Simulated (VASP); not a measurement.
All values below come from r2SCAN meta-GGA, VASP's PBE PAW potentials (set 64) (plane waves; VASP).

A VASP calculation is set up with these files.

File POSCAR:
```
HfO2
1
   -0.0000000000     2.4879903269     2.4879903269
    2.4879903269     0.0000000000     2.4879903269
    2.4879903269     2.4879903269    -0.0000000000
Hf O
1 2
Direct
  0.0000000000   0.0000000000   0.0000000000
  0.2500000000   0.2500000000   0.2500000000
  0.7500000000   0.7500000000   0.7500000000
```

KPOINTS:
```
Automatic mesh
0
Gamma
8 8 8
0 0 0
```

### INCAR
```
PSTRESS = 100   ! kbar
LREAL = .FALSE.   ! projection in real space or not
ENCUT = 620
ISMEAR = 0   ! Gaussian
ALGO = Normal   ! blocked Davidson
LMIXTAU = .TRUE.
ISIF = 3   ! ions, shape and volume
IBRION = 2   ! conjugate gradients
LCHARG = .FALSE.
NELM = 100   ! most electronic steps
LWAVE = .FALSE.
EDIFFG = -0.02   ! ionic stop
EDIFF = 1E-6   ! SCF stop (eV)
PREC = Accurate
LASPH = .TRUE.
LMAXMIX = 6   ! l cut-off of mixed one-centre charges
SYSTEM = HfO2
METAGGA = R2SCAN
SIGMA = 0.05
NSW = 40   ! most ionic steps
```

POTCAR, in this order: Hf_pv O (PBE.64 set). Program: vasp_std.

What VASP printed:

File OSZICAR:
```
       N       E                     dE             d eps       ncg     rms          rms(c)
DAV:   1     0.770625125360E+02    0.77063E+02   -0.14803E+04   870   0.173E+03
DAV:   2    -0.761533590972E+02   -0.15322E+03   -0.15011E+03  1144   0.359E+02
DAV:   3    -0.804628392428E+02   -0.43095E+01   -0.43050E+01  1136   0.596E+01
DAV:   4    -0.804838315497E+02   -0.20992E-01   -0.20991E-01  1115   0.459E+00
DAV:   5    -0.804840135782E+02   -0.18203E-03   -0.18202E-03  1115   0.370E-01    0.584E+01
DAV:   6    -0.681064568379E+02    0.12378E+02   -0.15725E+01   996   0.327E+01    0.438E+01
DAV:   7    -0.699159331314E+02   -0.18095E+01   -0.30240E+00  1038   0.153E+01    0.251E+01
DAV:   8    -0.655423109692E+02    0.43736E+01   -0.19397E+00   870   0.170E+01    0.396E+00
DAV:   9    -0.683473700148E+02   -0.28051E+01   -0.90278E-01   870   0.111E+01    0.653E+00
DAV:  10    -0.686108948987E+02   -0.26352E+00   -0.75857E-01  1024   0.769E+00    0.215E+00
DAV:  11    -0.685258992655E+02    0.84996E-01   -0.37439E-02   926   0.200E+00    0.944E-01
DAV:  12    -0.685177842883E+02    0.81150E-02   -0.58147E-03  1031   0.787E-01    0.740E-01
DAV:  13    -0.685269136887E+02   -0.91294E-02   -0.64204E-03   947   0.758E-01    0.302E-01
DAV:  14    -0.685263143892E+02    0.59930E-03   -0.11328E-03  1101   0.286E-01    0.233E-01
DAV:  15    -0.685265513092E+02   -0.23692E-03   -0.63970E-04  1038   0.192E-01    0.554E-02
DAV:  16    -0.685265443848E+02    0.69245E-05   -0.48476E-05  1052   0.525E-02    0.197E-02
DAV:  17    -0.685265474187E+02   -0.30339E-05   -0.33669E-06   953   0.211E-02    0.350E-03
DAV:  18    -0.685265497468E+02   -0.23281E-05   -0.10292E-06   736   0.129E-02    0.486E-03
DAV:  19    -0.685265493902E+02    0.35659E-06   -0.41393E-07   505   0.595E-03
   1 F= -.66604053E+02 E0= -.66604053E+02  d E =-.666041E+02
```

### OUTCAR
```
------------------------ aborting loop because EDIFF is reached ----------------------------------------
  FORCE on cell =-STRESS in cart. coord.  units (eV):
  Direction    XX          YY          ZZ          XY          YZ          ZX
  --------------------------------------------------------------------------------------
  Total        1.9164336      1.9164336      1.9164336      0.0000000      0.0000000     -0.0000000
  in kB       99.6846535     99.6846535     99.6846535      0.0000000      0.0000000     -0.0000000
  external PRESSURE =      -0.3153465 kB  Pullay stress =     100.0000000 kB
  volume of cell :       30.80
      direct lattice vectors                 reciprocal lattice vectors
     0.000000000  2.487990327  2.487990327    -0.200965412  0.200965412  0.200965412
     2.487990327  0.000000000  2.487990327     0.200965412 -0.200965412  0.200965412
     2.487990327  2.487990327  0.000000000     0.200965412  0.200965412 -0.200965412
 POSITION                                       TOTAL-FORCE (eV/Angst)
 -----------------------------------------------------------------------------------
      0.00000      0.00000      0.00000        -0.000000     -0.000000     -0.000000
      1.24400      1.24400      1.24400        -0.000000      0.000000     -0.000000
      3.73199      3.73199      3.73199         0.000000     -0.000000      0.000000
 -----------------------------------------------------------------------------------
    total drift:                                0.000000     -0.000000      0.000000
  FREE ENERGIE OF THE ION-ELECTRON SYSTEM (eV)
  ---------------------------------------------------
  free  energy   TOTEN  =       -68.5265493902 eV

  energy  without entropy=      -68.5265493902  energy(sigma->0) =      -68.52654939
  enthalpy is  TOTEN    =       -66.6040532531 eV   P V=        1.9224961371

 reached required accuracy - stopping structural energy minimisation
```
(Selected blocks of OUTCAR.)

The compound is HfO2 in the fluorite structure, the high-temperature cubic form, which is unstable at 0 K; the monoclinic form is the stable one. It was relaxed first under an external pressure of 10 GPa.
